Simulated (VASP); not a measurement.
Given:

```
PtSe2
1.0
    1.92805    -3.33948     0.00000
    1.92805     3.33948     0.00000
    0.00000     0.00000     5.07019
Pt Se
1 2
Direct
  0.00000   0.00000   0.00000
  0.33333   0.66667   0.26032
  0.66667   0.33333   0.73968
```

All values below come from optB86b-vdW, VASP's PBE PAW potentials (set 64) (plane waves; VASP). Settings: 520 eV cut-off, 9×9×6 Γ-centred mesh, first-order Methfessel-Paxton smearing of 0.10 eV, potentials Pt Se.

### Question
The ions and cell shape at fixed volume are relaxed. What does this cell relax into?

### Answer

```
PtSe2
1.0
    1.88929    -3.27234     0.00000
    1.88929     3.27234     0.00000
    0.00000     0.00000     5.28038
Pt Se
1 2
Direct
  0.00000   0.00000   0.00000
  0.33333   0.66667   0.24700
  0.66667   0.33333   0.75300
```
Space group P-3m1 (164), at a tolerance of 0.03 Å.

### Question
How much energy does the relaxation gain?

### Answer
The energy (σ→0) changes by -18.1 meV/atom, in 6 ionic steps.

```
step  E(σ→0) (eV)  max force (eV/Å)  pressure (GPa)  volume (Å³)
----  -----------  ----------------  --------------  -----------
1         -8.8029             0.542           -6.11        65.29
2         -8.8324             0.317           -4.69        65.29
3         -8.8519             0.033           -2.30        65.29
4         -8.8523             0.093           -1.88        65.29
5         -8.8562             0.037           -1.64        65.29
6         -8.8573             0.008           -1.46        65.29
```

The compound is PtSe2 in the 1T layered structure. This cell is one point of a volume scan, at 1.06 of the reference volume. Symmetry was kept, so distortions that lower it aren't found.
